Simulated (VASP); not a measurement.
Output of a VASP run:

### OSZICAR
```
       N       E                     dE             d eps       ncg     rms          rms(c)
DAV:   1     0.899272157740E+02    0.89927E+02   -0.72374E+03   779   0.129E+03
DAV:   2     0.229357644968E+01   -0.87634E+02   -0.82650E+02   821   0.291E+02
DAV:   3    -0.284007367613E+01   -0.51337E+01   -0.50871E+01   950   0.677E+01
DAV:   4    -0.295038922758E+01   -0.11032E+00   -0.11027E+00   939   0.983E+00
DAV:   5    -0.295350324942E+01   -0.31140E-02   -0.31139E-02   931   0.174E+00    0.368E+00
DAV:   6    -0.288360979198E+01    0.69893E-01   -0.63359E-02   878   0.231E+00    0.253E+00
DAV:   7    -0.286295834816E+01    0.20651E-01   -0.77150E-02   889   0.274E+00    0.809E-01
DAV:   8    -0.286283540477E+01    0.12294E-03   -0.35168E-03   842   0.497E-01    0.953E-02
DAV:   9    -0.286282916914E+01    0.62356E-05   -0.79558E-05   946   0.115E-01    0.383E-02
DAV:  10    -0.286283519875E+01   -0.60296E-05   -0.13865E-05   903   0.567E-02    0.973E-03
DAV:  11    -0.286283551431E+01   -0.31556E-06   -0.26301E-06   884   0.339E-02
   1 F= 0.73772788E+01 E0= 0.73772788E+01  d E =0.737728E+01
```

File OUTCAR:
```
------------------------ aborting loop because EDIFF is reached ----------------------------------------
  FORCE on cell =-STRESS in cart. coord.  units (eV):
  Direction    XX          YY          ZZ          XY          YZ          ZX
  --------------------------------------------------------------------------------------
  Total       10.2018575     10.2018575     10.2018575      0.0000000      0.0000000     -0.0000000
  in kB      448.3188129    448.3188129    448.3188129      0.0000000      0.0000000     -0.0000000
  external PRESSURE =      -1.6811871 kB  Pullay stress =     450.0000000 kB
  volume of cell :       36.46
      direct lattice vectors                 reciprocal lattice vectors
     0.000000000  2.631828742  2.631828742    -0.189981967  0.189981967  0.189981967
     2.631828742  0.000000000  2.631828742     0.189981967 -0.189981967  0.189981967
     2.631828742  2.631828742  0.000000000     0.189981967  0.189981967 -0.189981967
  FREE ENERGIE OF THE ION-ELECTRON SYSTEM (eV)
  ---------------------------------------------------
  free  energy   TOTEN  =        -2.8628355143 eV

  energy  without entropy=       -2.8628355143  energy(sigma->0) =       -2.86283551
  enthalpy is  TOTEN    =         7.3772787743 eV   P V=       10.2401142886

 reached required accuracy - stopping structural energy minimisation
```
(Selected blocks of OUTCAR.)

**POSCAR**
```
NaI
1
   -0.0000000000     2.6318287424     2.6318287424
    2.6318287424     0.0000000000     2.6318287424
    2.6318287424     2.6318287424    -0.0000000000
Na I
1 1
Direct
  0.0000000000   1.0000000000   0.0000000000
  0.5000000000   0.5000000000   0.5000000000
```

Q: Write an INCAR and KPOINTS that could have produced this output.

A: Several could match; the one computed here: the input of the run itself, PBE GGA, plane waves, VASP's PBE PAW potentials (set 64).

File KPOINTS:
```
Automatic mesh
0
Gamma
9 9 9
0 0 0
```

**INCAR**
```
ALGO = Normal
EDIFF = 1E-6
EDIFFG = -0.02
ENCUT = 500
GGA = PE
IBRION = 2
ISIF = 3
ISMEAR = 0
LASPH = .TRUE.
LCHARG = .FALSE.
LMAXMIX = 4
LREAL = .FALSE.
LWAVE = .FALSE.
NELM = 100
NSW = 40
PREC = Accurate
PSTRESS = 450
SIGMA = 0.05
SYSTEM = NaI
```

POTCAR, in this order: Na_pv I (PBE.64 set). Program: vasp_std.

The compound is NaI in the rock salt structure. It was relaxed first under an external pressure of 45 GPa.
